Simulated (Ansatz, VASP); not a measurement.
## Te2Mo: VASP beside Ansatz

One calculation is typed for both programs; each brings its own data sets. How far apart do they land? Of the first pair: The structure shown is the start of the Ansatz relaxation below; VASP solves that cell, so the two are compared at the walk's first step.

Program: Ansatz 0.2.0. Level of theory: plane waves, with VASP 6.6.1 beside it; single point at PBEsol with D3(BJ). Results are calculated unless marked as measured.

**1. Starting point**

The cell holds 18 atoms: 6 Mo and 12 Te. Its edges and angles: a = 3.520 Å, b = 3.520 Å, c = 100.800 Å, α = 90.0°, β = 90.0°, γ = 120.0°. Vacuum lies along c. The height across the vacuum is the one that the program set for its solve, not the one typed.

**2. Ansatz: relaxation, PBEsol with D3(BJ)**

Ansatz runs on its PAW soft_1 files.

The two programs are compared at the cell with which this relaxation starts, whose forces are those of its first step.

The input, input.yaml:

```yaml
crystal:
  lattice:
    - [3.52, 0.0, 0.0]
    - [-1.76, 3.04841, 0.0]
    - [0.0, 0.0, 54.5]
  atoms:
    - { symbol: Mo, position: [0.333333, 0.666667, 0.179817] }
    - { symbol: Te, position: [0.666667, 0.333333, 0.146789] }
    - { symbol: Te, position: [0.666667, 0.333333, 0.212844] }
    - { symbol: Mo, position: [0.666667, 0.333333, 0.30789] }
    - { symbol: Te, position: [0.333333, 0.666667, 0.274862] }
    - { symbol: Te, position: [0.333333, 0.666667, 0.340917] }
    - { symbol: Mo, position: [0.333333, 0.666667, 0.435963] }
    - { symbol: Te, position: [0.666667, 0.333333, 0.402936] }
    - { symbol: Te, position: [0.666667, 0.333333, 0.468991] }
    - { symbol: Mo, position: [0.666667, 0.333333, 0.564037] }
    - { symbol: Te, position: [0.333333, 0.666667, 0.531009] }
    - { symbol: Te, position: [0.333333, 0.666667, 0.597064] }
    - { symbol: Mo, position: [0.333333, 0.666667, 0.69211] }
    - { symbol: Te, position: [0.666667, 0.333333, 0.659083] }
    - { symbol: Te, position: [0.666667, 0.333333, 0.725138] }
    - { symbol: Mo, position: [0.666667, 0.333333, 0.820183] }
    - { symbol: Te, position: [0.333333, 0.666667, 0.787156] }
    - { symbol: Te, position: [0.333333, 0.666667, 0.853211] }
  periodic: [true, true, false]
kpoints:
  mp_grid: { grid: [9, 9, 1] }
hamiltonian:
  xc: pbesol
  dispersion: d3bj
  pseudopotentials: { kind: paw, azcp: { folder: soft_1 }, xc_functional: pbe }
scf:
  occupations: { method: gaussian, width: 0.02 }
output:
  forces: true
  stress: true
  eigenvalues: true
relax:
  adjacent_minimum: "off"
  f_tol: 0.004
  max_steps: 80
  cell: { stress_2d_tol: 0.01 }
```

Command:

```bash
$ ansatz run input.yaml --threads 8 --pin off --max-ram 20480MiB --backend cpu --events-out ev --progress --plain --runs-dir out
```

Numbers of over 12 decimals in the logs are rounded to 6 here.

Log:

```text
Warning: crystal.periodic: the lattice vector that does not repeat stood 0.000° off the slab's normal, 54.500 Å along it as the deck builds it. The run solves the slab on a vector along the normal, 100.800 Å long, with every atom where it was (on the deck's vector they left 16.00 Å outside them, and the widest stretch free of ions among them is 3.38 Å). A fractional position that the run reports is one of the run's c [...]
[...]
k-point 1: bands = ["-65.3721", "-65.3721", "-65.3720", "-65.3720", "-65.3708", "-65.3708", "-41.4007", "-41.4007", "-41.3998", "-41.3992", "-41.3984", "-41.3984", "-41.3975", "-41.3969", "-41.3915", "-41.3915", "-41.3907", "-41.3903", "-41.3858", "-41.3857", "-41.3850", "-41.3846", "-41.3831", "-41.3831", "-41.3797", "-41.3797", "-41.3578", "-41.3578", "-41.3533", "-41.3533", "-41.3395", "-41.3391", "-41.3387", "- [...]
  k-point 2: bands = ["-65.3682", "-65.3682", "-65.3682", "-65.3682", "-65.3669", "-65.3669", "-41.3997", "-41.3996", "-41.3986", "-41.3981", "-41.3972", "-41.3967", "-41.3962", "-41.3959", "-41.3898", "-41.3898", "-41.3890", "-41.3884", "-41.3846", "-41.3846", "-41.3775", "-41.3774", "-41.3767", "-41.3763", "-41.3710", "-41.3710", "-41.3604", "-41.3604", "-41.3450", "-41.3450", "-41.3420", "-41.3413", "-41.3413", "- [...]
  k-point 11: bands = ["-65.3588", "-65.3588", "-65.3588", "-65.3588", "-65.3576", "-65.3576", "-41.4112", "-41.4112", "-41.4103", "-41.4103", "-41.3880", "-41.3880", "-41.3837", "-41.3833", "-41.3822", "-41.3809", "-41.3734", "-41.3734", "-41.3728", "-41.3727", "-41.3725", "-41.3725", "-41.3719", "-41.3715", "-41.3641", "-41.3641", "-41.3590", "-41.3584", "-41.3569", "-41.3550", "-41.3459", "-41.3459", "-41.3453", " [...]
  ° read free of the cell's end (the report's vacuum.weakly_bound_levels)
--- Relaxed structure (14 steps of the walk, 12 accepted, 2 SCFs on fresh bases) ---
  F+E_penalty+E_count = -112218.54122352 eV   max|allowed force component| = 4.831e-5 eV/Å   (the final SCF, on the basis selected at the relaxed cell)
  cell:  # Å, volume = 1030.4454 Å³
    - [3.435713, 0.0, 0]
    - [-1.717857, 2.975415, 0]
    - [0, 0, 100.799998]
  atoms:
    - { symbol: Mo, position: [0.333333, 0.666667, 0.104978] }
    - { symbol: Te, position: [0.666667, 0.333333, 0.086968] }
    - { symbol: Te, position: [0.666667, 0.333333, 0.123028] }
    - { symbol: Mo, position: [0.666667, 0.333333, 0.171145] }
    - { symbol: Te, position: [0.333333, 0.666667, 0.153140] }
    - { symbol: Te, position: [0.333333, 0.666667, 0.189153] }
    - { symbol: Mo, position: [0.333333, 0.666667, 0.237275] }
    - { symbol: Te, position: [0.666667, 0.333333, 0.219269] }
    - { symbol: Te, position: [0.666667, 0.333333, 0.255281] }
    - { symbol: Mo, position: [0.666667, 0.333333, 0.303400] }
    - { symbol: Te, position: [0.333333, 0.666667, 0.285393] }
    - { symbol: Te, position: [0.333333, 0.666667, 0.321405] }
    - { symbol: Mo, position: [0.333333, 0.666667, 0.369530] }
    - { symbol: Te, position: [0.666667, 0.333333, 0.351522] }
    - { symbol: Te, position: [0.666667, 0.333333, 0.387535] }
    - { symbol: Mo, position: [0.666667, 0.333333, 0.435696] }
    - { symbol: Te, position: [0.333333, 0.666667, 0.417647] }
    - { symbol: Te, position: [0.333333, 0.666667, 0.453706] }
```

**3. VASP: single point, PBEsol with D3(BJ), start cell, pair 1**

The same cell, functional, mesh and smearing now go to VASP, with its own data sets.

Lines of VASP's logs that name or quote its potential files are left out, and so is its time.

The input, INCAR:

```
SYSTEM = Te2Mo
PREC = Accurate
ENCUT = 400
EDIFF = 1E-06
NELM = 120
ISMEAR = 0
SIGMA = 0.02
LREAL = .FALSE.
ALGO = Normal
GGA = PS
IVDW = 12
NBANDS = 96
LASPH = .TRUE.
LORBIT = 11
LWAVE = .FALSE.
LCHARG = .FALSE.
ISIF = 2
LDIPOL = .TRUE.
IDIPOL = 3
DIPOL = 0.5 0.5 0.27
LVHAR = .TRUE.
GGA_COMPAT = .FALSE.
EFERMI = MIDGAP
NELMDL = -8
KPAR = 4
```

The input, POSCAR:

```
Te2Mo
1.0
    3.5200000000      0.0000000000      0.0000000000
   -1.7600000000      3.0484100000      0.0000000000
    0.0000000000      0.0000000000    100.7999980000
Mo Te
6 12
Direct
    0.3333334972      0.6666666666      0.0972224821
    0.6666668306      0.3333333332      0.1664683020
    0.3333334972      0.6666666666      0.2357141218
    0.6666668306      0.3333333332      0.3049604823
    0.3333334972      0.6666666666      0.3742063021
    0.6666668306      0.3333333332      0.4434521219
    0.6666668306      0.3333333332      0.0793650810
    0.6666668306      0.3333333332      0.1150793426
    0.3333334972      0.6666666666      0.1486109008
    0.3333334972      0.6666666666      0.1843251624
    0.6666668306      0.3333333332      0.2178572613
    0.6666668306      0.3333333332      0.2535715229
    0.3333334972      0.6666666666      0.2871030811
    0.3333334972      0.6666666666      0.3228173428
    0.6666668306      0.3333333332      0.3563494416
    0.6666668306      0.3333333332      0.3920637033
    0.3333334972      0.6666666666      0.4255952615
    0.3333334972      0.6666666666      0.4613095231
```

The input, KPOINTS:

```
Automatic mesh
0
Gamma
9 9 1
0 0 0
```

The projector-augmented-wave data sets are Mo_sv and Te (PBE family, release 64).

Command:

```bash
$ mpirun -np 4 vasp_std
```

Log:

```text
[banner, memory and clock lines left out]
running    4 mpi-ranks, on    1 nodes
 distrk:  each k-point on    1 cores,    4 groups
 distr:  one band on    1 cores,    1 groups

 POSCAR found type information on POSCAR MoTe
 POSCAR found :  2 types and      18 ions
|                                                                             |
|               ----> ADVICE to this user running VASP <----                  |
|                                                                             |
|     You have a (more or less) 'large supercell' and for larger cells it     |
|     might be more efficient to use real-space projection operators.         |
|     Therefore, try LREAL= Auto in the INCAR file.                           |
|     Mind: For very accurate calculation, you might also keep the            |
|     reciprocal projection scheme (i.e. LREAL=.FALSE.).                      |
|                                                                             |

|                                                                             |
|               ----> ADVICE to this user running VASP <----                  |
|                                                                             |
|     You enforced a specific xc type in the INCAR file but a different       |
|     [... a line on the potential file left out ...]
|     I HOPE YOU KNOW WHAT YOU ARE DOING!                                     |
|                                                                             |

 LDA part: xc-table for (Slater+PW92), standard interpolation
|                                                                             |
|           W    W    AA    RRRRR   N    N  II  N    N   GGGG   !!!           |
|           W    W   A  A   R    R  NN   N  II  NN   N  G    G  !!!           |
|           W    W  A    A  R    R  N N  N  II  N N  N  G       !!!           |
|           W WW W  AAAAAA  RRRRR   N  N N  II  N  N N  G  GGG   !            |
|           WW  WW  A    A  R   R   N   NN  II  N   NN  G    G                |
|           W    W  A    A  R    R  N    N  II  N    N   GGGG   !!!           |
|                                                                             |
|     One of the lattice vectors is very long (>50 A), but AMIN is rather     |
|     large. This can spoil convergence since charge sloshing might occur     |
|     along the long lattice vector. If problems with convergence are         |
|     observed, try to decrease AMIN to a smaller value (e.g. 0.01).          |
|     Note: This warning only applies if the self-consistency cycle is        |
|     used.                                                                   |
|                                                                             |

 POSCAR, INCAR and KPOINTS ok, starting setup
 FFT: planning ... GRIDC
 FFT: planning ... GRID_SOFT
 FFT: planning ... GRID
 WAVECAR not read
 entering main loop
       N       E                     dE             d eps       ncg     rms          rms(c)
DAV:   1     0.107816196596E+04    0.10782E+04   -0.67726E+04  2912   0.106E+03
DAV:   2    -0.275013432146E+02   -0.11057E+04   -0.10760E+04  2904   0.266E+02
DAV:   3    -0.117783161352E+03   -0.90282E+02   -0.88095E+02  2720   0.664E+01
DAV:   4    -0.122432119134E+03   -0.46490E+01   -0.45928E+01  3224   0.139E+01
DAV:   5    -0.122552242010E+03   -0.12012E+00   -0.11948E+00  3224   0.242E+00
DAV:   6    -0.122555716689E+03   -0.34747E-02   -0.34704E-02  3280   0.377E-01
DAV:   7    -0.122555819849E+03   -0.10316E-03   -0.10309E-03  3232   0.681E-02
DAV:   8    -0.122555824420E+03   -0.45712E-05   -0.45686E-05  2992   0.121E-02    0.395E+01
DAV:   9    -0.119780244456E+03    0.27756E+01   -0.24128E+01  2568   0.152E+01    0.158E+01
DAV:  10    -0.119770359849E+03    0.98846E-02   -0.21274E+01  2504   0.129E+01    0.120E+01
DAV:  11    -0.118112206770E+03    0.16582E+01   -0.48831E+00  2552   0.641E+00    0.608E+00
DAV:  12    -0.118148730673E+03   -0.36524E-01   -0.16256E+00  2832   0.330E+00    0.311E+00
DAV:  13    -0.118071427989E+03    0.77303E-01   -0.29721E-01  2688   0.172E+00    0.805E-01
DAV:  14    -0.118074128921E+03   -0.27009E-02   -0.24201E-02  2800   0.420E-01    0.640E-01
[...]
DAV:  27    -0.118073514873E+03   -0.22302E-04   -0.15953E-06  1728   0.362E-03    0.458E-03
DAV:  28    -0.118073539674E+03   -0.24800E-04   -0.14223E-06  1744   0.251E-03    0.522E-03
DAV:  29    -0.118073550615E+03   -0.10941E-04   -0.28773E-07  1536   0.125E-03    0.553E-03
DAV:  30    -0.118073554977E+03   -0.43624E-05   -0.59992E-08  1320   0.644E-04    0.365E-03
DAV:  31    -0.118073559739E+03   -0.47616E-05   -0.83225E-08  1424   0.950E-04    0.112E-03
DAV:  32    -0.118073562410E+03   -0.26708E-05   -0.33208E-08  1336   0.654E-04    0.551E-04
DAV:  33    -0.118073563793E+03   -0.13838E-05    0.34640E-09  1352   0.332E-04    0.444E-04
DAV:  34    -0.118073564734E+03   -0.94020E-06    0.12127E-08  1312   0.230E-04
   1 F= -.12678352E+03 E0= -.12678352E+03  d E =-.799155-172
```

OUTCAR, selected parts (step 3):

```text
ion  position               nearest neighbor table
   1  0.333  0.667  0.097-   8 2.71   8 2.71   8 2.71   7 2.71   7 2.71   7 2.71
   2  0.667  0.333  0.166-  10 2.71  10 2.71  10 2.71   9 2.71   9 2.71   9 2.71
   3  0.333  0.667  0.236-  11 2.71  11 2.71  11 2.71  12 2.71  12 2.71  12 2.71
   4  0.667  0.333  0.305-  14 2.71  14 2.71  14 2.71  13 2.71  13 2.71  13 2.71
   5  0.333  0.667  0.374-  15 2.71  15 2.71  15 2.71  16 2.71  16 2.71  16 2.71
   6  0.667  0.333  0.443-  17 2.71  17 2.71  17 2.71  18 2.71  18 2.71  18 2.71
   7  0.667  0.333  0.079-   1 2.71   1 2.71   1 2.71   8 3.60
   8  0.667  0.333  0.115-   1 2.71   1 2.71   1 2.71   7 3.60
   9  0.333  0.667  0.149-   2 2.71   2 2.71   2 2.71  10 3.60
  10  0.333  0.667  0.184-   2 2.71   2 2.71   2 2.71   9 3.60
  11  0.667  0.333  0.218-   3 2.71   3 2.71   3 2.71  12 3.60
  12  0.667  0.333  0.254-   3 2.71   3 2.71   3 2.71  11 3.60
  13  0.333  0.667  0.287-   4 2.71   4 2.71   4 2.71  14 3.60
  14  0.333  0.667  0.323-   4 2.71   4 2.71   4 2.71  13 3.60
  15  0.667  0.333  0.356-   5 2.71   5 2.71   5 2.71  16 3.60
  16  0.667  0.333  0.392-   5 2.71   5 2.71   5 2.71  15 3.60
  17  0.333  0.667  0.426-   6 2.71   6 2.71   6 2.71  18 3.60
  18  0.333  0.667  0.461-   6 2.71   6 2.71   6 2.71  17 3.60

  LATTYP: Found a hexagonal cell.
 ALAT       =     3.5200000000
 C/A-ratio  =    28.6363630682

 Subroutine GETGRP returns: Found 12 space group operations
 (whereof  6 operations were pure point group operations)

The static configuration has the point symmetry C_3v.
 The point group associated with its full space group is D_3d.

 Found     12 irreducible k-points:

   k-points           NKPTS =     12   k-points in BZ     NKDIM =     12   number of bands    NBANDS=     96

   dimension x,y,z NGX =    24 NGY =   24 NGZ =  672
   dimension x,y,z NGXF=    48 NGYF=   48 NGZF= 1344

   ENCUT  =  400.0 eV  29.40 Ry    5.42 a.u.   5.74  5.74164.38*2*pi/ulx,y,z

   NELECT =     156.0000    total number of electrons

 k-points in reciprocal lattice and weights: Automatic mesh
   0.00000000  0.00000000  0.00000000       0.012
   0.11111111 -0.00000000  0.00000000       0.074
   0.22222222  0.00000000  0.00000000       0.074
   0.33333333  0.00000000  0.00000000       0.074
   0.44444444  0.00000000  0.00000000       0.074
   0.11111111  0.11111111  0.00000000       0.074
   0.22222222  0.11111111  0.00000000       0.148
   0.33333333  0.11111111  0.00000000       0.148
   0.44444444  0.11111111  0.00000000       0.074
   0.22222222  0.22222222  0.00000000       0.074
   0.33333333  0.22222222  0.00000000       0.148
   0.33333333  0.33333333  0.00000000       0.025

 dipolmoment           0.000000      0.000000      0.000024 electrons x Angstroem

 average (electrostatic) potential at core
       1 -80.7723       2 -80.7727       3 -80.7728       4 -80.7727       5 -80.7724
       6 -80.7720       7 -93.4789       8 -93.4985       9 -93.5054      10 -93.5048
      11 -93.5049      12 -93.5049      13 -93.5049      14 -93.5048      15 -93.5046
      16 -93.5051      17 -93.4981      18 -93.4786

 E-fermi :   0.9393

 k-point     1 :       0.0000    0.0000    0.0000
  band No.  band energies     occupation
    ...
     74       0.3057      2.00000
     75       0.4034      2.00000
     76       0.4763      2.00000
     77       0.5213      2.00000
     78       0.5447      2.00000
     79       3.4474      0.00000
     80       3.4474      0.00000
     81       3.4600      0.00000
     82       3.4600      0.00000
     83       3.4810      0.00000
    ...

 k-point     2 :       0.1111   -0.0000    0.0000
  band No.  band energies     occupation
    ...
     74       0.3651      2.00000
     75       0.3756      2.00000
     76       0.3937      2.00000
     77       0.4192      2.00000
     78       0.4454      2.00000
     79       2.9056      0.00000
     80       2.9072      0.00000
     81       2.9162      0.00000
     82       2.9212      0.00000
     83       2.9336      0.00000
    ...

 k-point     3 :       0.2222    0.0000    0.0000
  band No.  band energies     occupation
    ...
     74      -0.2274      2.00000
     75      -0.2150      2.00000
     76      -0.1918      2.00000
     77      -0.1529      2.00000
     78      -0.1041      2.00000
     79       1.8764      0.00000
     80       1.9371      0.00000
     81       2.0275      0.00000
     82       2.1299      0.00000
     83       2.2301      0.00000
    ...

 Edisp (eV)   -8.70996

  Total     -13.07333   -13.07334    -9.55052     0.00000     0.00000     0.00000
  in kB     -19.36512   -19.36513   -14.14689     0.00000     0.00000     0.00000
  external pressure =      -17.63 kB  Pullay stress =        0.00 kB

  energy-cutoff  :      400.00
  volume of cell :     1081.62
      direct lattice vectors                 reciprocal lattice vectors
     3.520000000  0.000000000  0.000000000     0.284090909  0.164019932  0.000000000
    -1.760000000  3.048410000  0.000000000     0.000000000  0.328039863  0.000000000
     0.000000000  0.000000000100.799998000     0.000000000  0.000000000  0.009920635

 POSITION                                       TOTAL-FORCE (eV/Angst)
 -----------------------------------------------------------------------------------
      0.00000      2.03227      9.80003        -0.000000      0.000000      0.018020
      1.76000      1.01614     16.78000        -0.000000     -0.000000      0.000034
      0.00000      2.03227     23.75998        -0.000000      0.000000      0.000763
      1.76000      1.01614     30.74002         0.000000     -0.000000     -0.000763
      0.00000      2.03227     37.71999         0.000000      0.000000     -0.000034
      1.76000      1.01614     44.69997         0.000000      0.000000     -0.018020
      1.76000      1.01614      8.00000        -0.000000      0.000000      0.193464
      1.76000      1.01614     11.60000        -0.000000      0.000000      0.017704
      0.00000      2.03227     14.97998        -0.000000      0.000000      0.020511
      0.00000      2.03227     18.57998         0.000000      0.000000     -0.016735
      1.76000      1.01614     21.96001         0.000000      0.000000      0.018178
      1.76000      1.01614     25.56001         0.000000      0.000000     -0.018349
      0.00000      2.03227     28.93999        -0.000000      0.000000      0.018349
      0.00000      2.03227     32.53999        -0.000000     -0.000000     -0.018178
      1.76000      1.01614     35.92002        -0.000000      0.000000      0.016735
      1.76000      1.01614     39.52002         0.000000      0.000000     -0.020511
      0.00000      2.03227     42.90000         0.000000      0.000000     -0.017704
      0.00000      2.03227     46.50000         0.000000      0.000000     -0.193464
 -----------------------------------------------------------------------------------
    total drift:                               -0.008128     -0.000023      0.001743

  FREE ENERGIE OF THE ION-ELECTRON SYSTEM (eV)
  ---------------------------------------------------
  free  energy   TOTEN  =      -126.7835246515 eV

  energy  without entropy=     -126.7835246515  energy(sigma->0) =     -126.78352465

 vacuum level on the upper side and lower side of the slab         5.316         5.316

 total charge
# of ion       s       p       d       tot
------------------------------------------
    1        2.257   6.148   3.992  12.397
    2        2.258   6.147   3.993  12.399
    3        2.258   6.147   3.993  12.399
    4        2.258   6.147   3.993  12.399
    5        2.258   6.147   3.993  12.399
    6        2.257   6.148   3.992  12.397
    7        1.384   1.979   0.062   3.425
    8        1.386   1.971   0.065   3.422
    9        1.386   1.970   0.065   3.421
   10        1.386   1.970   0.065   3.421
   11        1.386   1.970   0.065   3.421
   12        1.386   1.970   0.065   3.421
   13        1.386   1.970   0.065   3.421
   14        1.386   1.970   0.065   3.421
   15        1.386   1.970   0.065   3.421
   16        1.386   1.970   0.065   3.421
   17        1.386   1.971   0.065   3.422
   18        1.384   1.979   0.062   3.425
--------------------------------------------------
tot         30.175  60.547  24.728 115.450

[... 3 further parts left out ...]
```

This run has no spin polarisation, so a moment on Mo, if there is one, isn't seen.

[end of part 1 of 2]

[Lines on the potential files, build, host, timing and source positions are cut from VASP's logs without a mark.]

[Logs are printed without paths, hosts, clocks, repeated set-up lines and the standing remarks that a program may print on its own settings, such as how far it seeks lower states.]

[Hosts, paths, dates, database ids (printed as entryN), source tags and the programs' standing remarks are cut or masked in the printed files.]
